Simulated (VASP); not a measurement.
Output of a VASP run:

OSZICAR:
```
       N       E                     dE             d eps       ncg     rms          rms(c)
DAV:   1     0.154194947315E+03    0.15419E+03   -0.11394E+04   512   0.133E+03
DAV:   2    -0.217821847841E+01   -0.15637E+03   -0.15359E+03   688   0.244E+02
DAV:   3    -0.120390214142E+02   -0.98608E+01   -0.98520E+01   664   0.667E+01
DAV:   4    -0.124261796636E+02   -0.38716E+00   -0.38705E+00   960   0.103E+01
DAV:   5    -0.124274115778E+02   -0.12319E-02   -0.12319E-02   736   0.656E-01    0.101E+01
DAV:   6    -0.120903983808E+02    0.33701E+00   -0.95417E-01   720   0.552E+00    0.674E+00
DAV:   7    -0.121209382962E+02   -0.30540E-01   -0.49005E-01   808   0.440E+00    0.231E+00
DAV:   8    -0.121440351821E+02   -0.23097E-01   -0.65626E-02   680   0.169E+00    0.359E-01
DAV:   9    -0.121467208126E+02   -0.26856E-02   -0.33242E-03   760   0.339E-01    0.141E-01
DAV:  10    -0.121497615601E+02   -0.30407E-02   -0.30627E-03   568   0.372E-01    0.338E-02
DAV:  11    -0.121499168806E+02   -0.15532E-03   -0.21159E-04   744   0.847E-02    0.402E-02
DAV:  12    -0.121499428069E+02   -0.25926E-04   -0.31534E-05   600   0.369E-02    0.111E-02
DAV:  13    -0.121499487809E+02   -0.59740E-05   -0.12601E-05   696   0.235E-02    0.414E-03
DAV:  14    -0.121499488707E+02   -0.89792E-07   -0.44443E-07   656   0.553E-03
   1 F= -.12149949E+02 E0= -.12149949E+02  d E =-.402350E-12
```

OUTCAR:
```
------------------------ aborting loop because EDIFF is reached ----------------------------------------
  FORCE on cell =-STRESS in cart. coord.  units (eV):
  Direction    XX          YY          ZZ          XY          YZ          ZX
  --------------------------------------------------------------------------------------
  Total       -0.4526153     -0.4526153     -0.4526153      0.0000000     -0.0000000      0.0000000
  in kB       -7.7101719     -7.7101719     -7.7101719      0.0000000     -0.0000000      0.0000000
  external PRESSURE =      -7.7101719 kB  Pullay stress =       0.0000000 kB
  volume of cell :       94.05
      direct lattice vectors                 reciprocal lattice vectors
     0.000000000  3.609512713  3.609512713    -0.138522853  0.138522853  0.138522853
     3.609512713  0.000000000  3.609512713     0.138522853 -0.138522853  0.138522853
     3.609512713  3.609512713  0.000000000     0.138522853  0.138522853 -0.138522853
 POSITION                                       TOTAL-FORCE (eV/Angst)
 -----------------------------------------------------------------------------------
      0.00000      0.00000      0.00000         0.000000      0.000000      0.000000
      1.80476      1.80476      1.80476         0.000000      0.000000      0.000000
      5.41427      5.41427      5.41427        -0.000000     -0.000000     -0.000000
 -----------------------------------------------------------------------------------
    total drift:                               -0.000000     -0.000000      0.000000
  FREE ENERGIE OF THE ION-ELECTRON SYSTEM (eV)
  ---------------------------------------------------
  free  energy   TOTEN  =       -12.1499488707 eV

  energy  without entropy=      -12.1499488707  energy(sigma->0) =      -12.14994887
```
(Selected blocks of OUTCAR.)

**POSCAR**
```
SrCl2
1
    0.0000000000     3.6095127133     3.6095127133
    3.6095127133     0.0000000000     3.6095127133
    3.6095127133     3.6095127133     0.0000000000
Sr Cl
1 2
Direct
  1.0000000000   0.0000000000   0.0000000000
  0.2500000000   0.2500000000   0.2500000000
  0.7500000000   0.7500000000   0.7500000000
```

Question: Write an INCAR and KPOINTS that could have produced this output.

Answer: Several could match; the one computed here: the input of the run itself, revPBE GGA, plane waves, VASP's PBE PAW potentials (set 64).

### KPOINTS
```
kpoints
0
Gamma
  6 6 6
```

**INCAR**
```
# general
SYSTEM =SrCl2
PREC   =Accurate
ENCUT  =520   # plane-wave cut-off (eV)
LREAL  =.FALSE.   # projection in real space or not
LASPH  =.TRUE.   # aspherical one-centre terms

# electronic loop
EDIFF  =1E-7   # SCF stop (eV)
NELM   =100   # most electronic steps
ALGO   =Normal
LMAXMIX=4

# smearing
ISMEAR =0   # Gaussian
SIGMA  =0.05   # width (eV)

# functional
GGA    =RE   # revPBE

# ions
ISIF   =2   # forces and stress, cell fixed

# output
LWAVE  =.FALSE.
LCHARG =.FALSE.
```

POTCAR, in this order: Sr_sv Cl (PBE.64 set). Program: vasp_std.

The compound is SrCl2 in the fluorite structure. This cell is one point of a volume scan, at 1.03 of the reference volume.
